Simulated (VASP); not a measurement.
Output of a VASP run:

File OSZICAR:
```
       N       E                     dE             d eps       ncg     rms          rms(c)
DAV:   1     0.315037332231E+03    0.31504E+03   -0.37399E+04  3744   0.165E+03
DAV:   2    -0.128226674302E+03   -0.44326E+03   -0.43431E+03  4680   0.352E+02
DAV:   3    -0.144938639025E+03   -0.16712E+02   -0.16645E+02  4416   0.727E+01
DAV:   4    -0.145099014167E+03   -0.16038E+00   -0.15995E+00  4425   0.797E+00
DAV:   5    -0.145101082428E+03   -0.20683E-02   -0.20676E-02  4304   0.845E-01    0.251E+01
DAV:   6    -0.122227321250E+03    0.22874E+02   -0.23582E+01  4283   0.230E+01    0.137E+01
DAV:   7    -0.115207732048E+03    0.70196E+01   -0.31369E+00  4381   0.129E+01    0.469E+00
DAV:   8    -0.121907501895E+03   -0.66998E+01   -0.32288E+00  4255   0.981E+00    0.294E+00
DAV:   9    -0.116430902437E+03    0.54766E+01   -0.17714E+00  4129   0.727E+00    0.716E-01
DAV:  10    -0.116745877301E+03   -0.31497E+00   -0.18360E-01  4318   0.303E+00    0.778E-01
DAV:  11    -0.116694708516E+03    0.51169E-01   -0.16330E-02  4367   0.837E-01    0.458E-01
DAV:  12    -0.116860015512E+03   -0.16531E+00   -0.11199E-01  3947   0.267E+00    0.127E-01
DAV:  13    -0.116873815771E+03   -0.13800E-01   -0.38963E-03  4402   0.437E-01    0.744E-02
DAV:  14    -0.116878884354E+03   -0.50686E-02   -0.15273E-03  4353   0.314E-01    0.275E-02
DAV:  15    -0.116879099880E+03   -0.21553E-03   -0.21432E-04  4346   0.115E-01    0.146E-02
DAV:  16    -0.116879146926E+03   -0.47046E-04   -0.58897E-05  4318   0.596E-02    0.841E-03
DAV:  17    -0.116879156920E+03   -0.99947E-05   -0.96100E-06  4402   0.207E-02    0.976E-03
DAV:  18    -0.116879157848E+03   -0.92825E-06   -0.98642E-07  4374   0.753E-03    0.685E-03
DAV:  19    -0.116879157817E+03    0.31319E-07   -0.30683E-07  3115   0.452E-03
   1 F= -.11687916E+03 E0= -.11687916E+03  d E =0.000000E+00
       N       E                     dE             ncg
       N       E                     dE             ncg
```

### OUTCAR
```
------------------------ aborting loop because EDIFF is reached ----------------------------------------
  FORCE on cell =-STRESS in cart. coord.  units (eV):
  Direction    XX          YY          ZZ          XY          YZ          ZX
  --------------------------------------------------------------------------------------
  Total       -0.0021292      0.0645980      0.0547426      0.0000000      0.0000000      0.0000000
  in kB       -0.0371205      1.1262243      0.9544012      0.0000000      0.0000000      0.0000000
  external PRESSURE =       0.6811683 kB  Pullay stress =       0.0000000 kB
  volume of cell :       91.90
      direct lattice vectors                 reciprocal lattice vectors
     4.072724585  0.000000000  0.000000000     0.245535876  0.000000000  0.000000000
     0.000000000  5.030554165  0.000000000     0.000000000  0.198785256  0.000000000
     0.000000000  0.000000000  4.485427658     0.000000000  0.000000000  0.222944182
 POSITION                                       TOTAL-FORCE (eV/Angst)
 -----------------------------------------------------------------------------------
      2.03636      1.74852      3.36407         0.000000      0.013065      0.000000
      2.03636      3.28203      1.12136         0.000000     -0.013065      0.000000
      0.00000      0.76676      1.12136         0.000000     -0.013065     -0.000000
      0.00000      4.26380      3.36407         0.000000      0.013065      0.000000
      1.09466      3.10819      2.60366         0.014743     -0.002344      0.001078
      2.97806      1.92237      1.88177        -0.014743      0.002344     -0.001078
      0.94170      4.43765      0.36095        -0.014743      0.002344      0.001078
      3.13102      0.59291      4.12448         0.014743     -0.002344     -0.001078
      3.13102      4.43765      1.88177         0.014743      0.002344     -0.001078
      0.94170      0.59291      2.60366        -0.014743     -0.002344      0.001078
      2.97806      3.10819      4.12448        -0.014743     -0.002344     -0.001078
      1.09466      1.92237      0.36095         0.014743      0.002344      0.001078
 -----------------------------------------------------------------------------------
    total drift:                               -0.000000      0.000000     -0.000000
  FREE ENERGIE OF THE ION-ELECTRON SYSTEM (eV)
  ---------------------------------------------------
  free  energy   TOTEN  =      -116.8791578171 eV

  energy  without entropy=     -116.8791578171  energy(sigma->0) =     -116.87915782

 total charge

# of ion       s       p       d       tot
------------------------------------------
    1        0.569   0.854   0.000   1.423
    2        0.569   0.854   0.000   1.423
    3        0.569   0.854   0.000   1.423
    4        0.569   0.854   0.000   1.423
    5        1.556   3.719   0.000   5.275
    6        1.556   3.719   0.000   5.275
    7        1.556   3.719   0.000   5.275
    8        1.556   3.719   0.000   5.275
    9        1.556   3.719   0.000   5.275
   10        1.556   3.719   0.000   5.275
   11        1.556   3.719   0.000   5.275
   12        1.556   3.719   0.000   5.275
--------------------------------------------------
tot         14.723  33.170   0.000  47.893
```
(Selected blocks of OUTCAR.)

**POSCAR**
```
SiO2
1
    4.0727245845     0.0000000000     0.0000000000
    0.0000000000     5.0305541651     0.0000000000
    0.0000000000     0.0000000000     4.4854276580
Si O
4 8
Direct
  0.5000000000   0.3475802992   0.7500000000
  0.5000000000   0.6524197008   0.2500000000
  0.0000000000   0.1524197008   0.2500000000
  0.0000000000   0.8475802992   0.7500000000
  0.2687787853   0.6178613928   0.5804707912
  0.7312212147   0.3821386072   0.4195292088
  0.2312212147   0.8821386072   0.0804707912
  0.7687787853   0.1178613928   0.9195292088
  0.7687787853   0.8821386072   0.4195292088
  0.2312212147   0.1178613928   0.5804707912
  0.7312212147   0.6178613928   0.9195292088
  0.2687787853   0.3821386072   0.0804707912
```

Q: Reconstruct the remaining input files.

A: One answer among several that fit: the input of the run itself, r2SCAN meta-GGA, plane waves, VASP's PBE PAW potentials (set 64).

**KPOINTS_OPT**
```
k-points along high-symmetry lines
5
Line-mode
Reciprocal
  0.000000   0.000000   0.000000 ! GAMMA
  0.500000   0.000000   0.000000 ! X

  0.500000   0.000000   0.000000 ! X
  0.500000   0.500000   0.000000 ! S

  0.500000   0.500000   0.000000 ! S
  0.000000   0.500000   0.000000 ! Y

  0.000000   0.500000   0.000000 ! Y
  0.000000   0.000000   0.000000 ! GAMMA

  0.000000   0.000000   0.000000 ! GAMMA
  0.000000   0.000000   0.500000 ! Z

  0.000000   0.000000   0.500000 ! Z
  0.500000   0.000000   0.500000 ! U

  0.500000   0.000000   0.500000 ! U
  0.500000   0.500000   0.500000 ! R

  0.500000   0.500000   0.500000 ! R
  0.000000   0.500000   0.500000 ! T

  0.000000   0.500000   0.500000 ! T
  0.000000   0.000000   0.500000 ! Z

  0.500000   0.000000   0.000000 ! X
  0.500000   0.000000   0.500000 ! U

  0.000000   0.500000   0.000000 ! Y
  0.000000   0.500000   0.500000 ! T

  0.500000   0.500000   0.000000 ! S
  0.500000   0.500000   0.500000 ! R
```

INCAR:
```
# general
SYSTEM   =  SiO2
PREC     =  Accurate
ENCUT    =  520
LREAL    =  .False.
LASPH    =  .True.

# electronic loop
EDIFF    =  1E-7
NELM     =  100
ALGO     =  Normal
LMIXTAU  =  .True.

# smearing
ISMEAR   =  -5

# functional
METAGGA  =  R2SCAN

# ions
ISIF     =  2

# output
LWAVE    =  .False.
LCHARG   =  .False.
LORBIT   =  11
NEDOS    =  601

# other
LEFG     =  .True.
```

**KPOINTS**
```
Automatic mesh
0
Gamma
6 5 6
0 0 0
```

POTCAR, in this order: Si O (PBE.64 set). Program: vasp_std.

The structure comes from a computed database's SiO2 entry (Pbcn); how it stands against other phases isn't given here. It was relaxed first.
